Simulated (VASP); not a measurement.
OSZICAR of a VASP run on Na (bcc):

### OSZICAR
```
       N       E                     dE             d eps       ncg     rms          rms(c)
DAV:   1     0.152632851194E+02    0.15263E+02   -0.35935E+03   798   0.701E+02
DAV:   2    -0.363983053174E+01   -0.18903E+02   -0.18903E+02   826   0.138E+02
DAV:   3    -0.402047302163E+01   -0.38064E+00   -0.38064E+00  1029   0.272E+01
DAV:   4    -0.402395367516E+01   -0.34807E-02   -0.34807E-02   959   0.225E+00
DAV:   5    -0.402400662506E+01   -0.52950E-04   -0.52950E-04  1099   0.233E-01    0.197E-01
DAV:   6    -0.335003989165E+01    0.67397E+00   -0.12905E-01   784   0.738E+00    0.327E-01
DAV:   7    -0.353066783201E+01   -0.18063E+00   -0.14691E-01   798   0.389E+00    0.261E-01
DAV:   8    -0.353188574646E+01   -0.12179E-02   -0.19745E-03   875   0.590E-01    0.302E-01
DAV:   9    -0.357358342080E+01   -0.41698E-01   -0.27449E-02   791   0.287E+00    0.629E-02
DAV:  10    -0.357143980387E+01    0.21436E-02   -0.55956E-04   805   0.440E-01    0.681E-02
DAV:  11    -0.357117575278E+01    0.26405E-03   -0.53781E-03   784   0.126E+00    0.327E-02
DAV:  12    -0.355746253948E+01    0.13713E-01   -0.35518E-03   784   0.693E-01    0.263E-02
DAV:  13    -0.355746745115E+01   -0.49117E-05   -0.28801E-05  1001   0.706E-02    0.268E-02
DAV:  14    -0.355726458891E+01    0.20286E-03   -0.10530E-05   784   0.383E-02    0.292E-02
DAV:  15    -0.355735247914E+01   -0.87890E-04   -0.17303E-04   784   0.181E-01    0.176E-02
DAV:  16    -0.355634970173E+01    0.10028E-02   -0.33813E-04   784   0.193E-01    0.134E-02
DAV:  17    -0.355616032686E+01    0.18937E-03   -0.11297E-04   784   0.982E-02    0.189E-02
DAV:  18    -0.355517294439E+01    0.98738E-03   -0.26817E-04   791   0.148E-01    0.329E-02
DAV:  19    -0.355495789842E+01    0.21505E-03   -0.23986E-05  1015   0.505E-02    0.369E-02
DAV:  20    -0.355531042233E+01   -0.35252E-03   -0.18144E-05   784   0.472E-02    0.293E-02
DAV:  21    -0.355538961652E+01   -0.79194E-04   -0.10750E-06   889   0.121E-02    0.276E-02
DAV:  22    -0.355546451159E+01   -0.74895E-04   -0.88329E-07   784   0.109E-02    0.259E-02
DAV:  23    -0.355572094795E+01   -0.25644E-03   -0.11481E-05   798   0.443E-02    0.199E-02
DAV:  24    -0.355605766027E+01   -0.33671E-03   -0.20873E-05   812   0.620E-02    0.117E-02
DAV:  25    -0.355636226122E+01   -0.30460E-03   -0.22649E-05   784   0.741E-02    0.341E-03
DAV:  26    -0.355645503989E+01   -0.92779E-04   -0.43367E-06   798   0.321E-02    0.146E-03
DAV:  27    -0.355645776768E+01   -0.27278E-05   -0.65154E-07   784   0.122E-02    0.611E-04
DAV:  28    -0.355645623801E+01    0.15297E-05   -0.12196E-07   784   0.433E-03    0.425E-04
DAV:  29    -0.355644710048E+01    0.91375E-05   -0.66803E-08   490   0.354E-03    0.745E-05
DAV:  30    -0.355644612287E+01    0.97760E-06   -0.20858E-08   392   0.162E-03
   1 F= -.35564461E+01 E0= -.35563225E+01  d E =-.355645E+01
       N       E                     dE             d eps       ncg     rms          rms(c)
DAV:   1    -0.356725610553E+01   -0.10809E-01   -0.30426E-01   784   0.126E+01    0.657E-01
DAV:   2    -0.356031334975E+01    0.69428E-02   -0.84693E-03   784   0.195E+00    0.334E-01
DAV:   3    -0.355865069311E+01    0.16627E-02   -0.43044E-03   791   0.121E+00    0.426E-02
DAV:   4    -0.355923109383E+01   -0.58040E-03   -0.39428E-03   784   0.512E-01    0.128E-02
DAV:   5    -0.355806733410E+01    0.11638E-02   -0.53531E-04   784   0.245E-01    0.581E-03
DAV:   6    -0.355791775393E+01    0.14958E-03   -0.17601E-04   791   0.154E-01    0.191E-03
DAV:   7    -0.355792098184E+01   -0.32279E-05   -0.30350E-05   791   0.773E-02    0.206E-03
DAV:   8    -0.355794929289E+01   -0.28311E-04   -0.25527E-05   798   0.702E-02    0.785E-04
DAV:   9    -0.355795059896E+01   -0.13061E-05   -0.16459E-06   784   0.138E-02    0.402E-04
DAV:  10    -0.355795616694E+01   -0.55680E-05   -0.52369E-07   784   0.115E-02    0.132E-04
DAV:  11    -0.355795586457E+01    0.30237E-06   -0.28506E-07   784   0.712E-03
   2 F= -.35579559E+01 E0= -.35578300E+01  d E =-.150974E-02
       N       E                     dE             d eps       ncg     rms          rms(c)
DAV:   1    -0.362432206471E+01   -0.66366E-01   -0.20376E+00   784   0.321E+01    0.173E+00
DAV:   2    -0.357613453415E+01    0.48188E-01   -0.58644E-02   798   0.520E+00    0.878E-01
DAV:   3    -0.356201366912E+01    0.14121E-01   -0.22569E-02   791   0.312E+00    0.114E-01
DAV:   4    -0.356060599327E+01    0.14077E-02   -0.13491E-02   784   0.123E+00    0.404E-02
DAV:   5    -0.355992027769E+01    0.68572E-03   -0.44602E-03   784   0.899E-01    0.723E-03
DAV:   6    -0.355998062072E+01   -0.60343E-04   -0.10894E-04   812   0.159E-01    0.298E-03
DAV:   7    -0.355996261385E+01    0.18007E-04   -0.10291E-04   791   0.136E-01    0.138E-03
DAV:   8    -0.356010004331E+01   -0.13743E-03   -0.11319E-04   791   0.146E-01    0.286E-03
DAV:   9    -0.356005876408E+01    0.41279E-04   -0.24275E-05   784   0.566E-02    0.632E-04
DAV:  10    -0.356006828602E+01   -0.95219E-05   -0.20938E-06   784   0.179E-02    0.167E-04
DAV:  11    -0.356006953367E+01   -0.12476E-05   -0.73543E-08   546   0.401E-03    0.120E-04
DAV:  12    -0.356006819802E+01    0.13356E-05   -0.16808E-07   784   0.407E-03    0.409E-05
DAV:  13    -0.356006698719E+01    0.12108E-05   -0.45083E-08   399   0.251E-03    0.435E-05
DAV:  14    -0.356006718623E+01   -0.19904E-06   -0.21323E-09   392   0.790E-04
   3 F= -.35600672E+01 E0= -.35599361E+01  d E =-.362106E-02
       N       E                     dE             d eps       ncg     rms          rms(c)
DAV:   1    -0.356430400812E+01   -0.42370E-02   -0.13549E-01   784   0.848E+00    0.437E-01
DAV:   2    -0.356122253792E+01    0.30815E-02   -0.36906E-03   791   0.130E+00    0.223E-01
DAV:   3    -0.356042192099E+01    0.80062E-03   -0.19601E-03   791   0.825E-01    0.275E-02
DAV:   4    -0.356081353883E+01   -0.39162E-03   -0.17125E-03   784   0.337E-01    0.796E-03
DAV:   5    -0.356026340724E+01    0.55013E-03   -0.22868E-04   784   0.159E-01    0.353E-03
DAV:   6    -0.356020873371E+01    0.54674E-04   -0.39500E-05   791   0.769E-02    0.675E-04
DAV:   7    -0.356020638285E+01    0.23509E-05   -0.72692E-06   791   0.375E-02    0.123E-03
DAV:   8    -0.356022281210E+01   -0.16429E-04   -0.80863E-06   798   0.406E-02    0.473E-04
DAV:   9    -0.356022291504E+01   -0.10294E-06   -0.77649E-07   784   0.106E-02
   4 F= -.35602229E+01 E0= -.35600906E+01  d E =-.377679E-02
```

### Question
Which electronic solver shows in the log?

### Answer
It is blocked Davidson (ALGO = Normal, or the opening steps of other solvers). The INCAR had ALGO = Normal.

### Question
Can the final energy be trusted as converged?

### Answer
Self-consistency was reached. It stopped with EDIFF = 1E-6, NELM = 100, NSW = 60 and EDIFFG = -0.01 after 4 ionic steps (r2SCAN meta-GGA, plane waves, VASP's PBE PAW potentials (set 64)). Energy and stress use the plane-wave basis of the starting cell.

The compound is Na in the bcc structure. This run relaxes it. Symmetry was kept, so distortions that lower it aren't found.
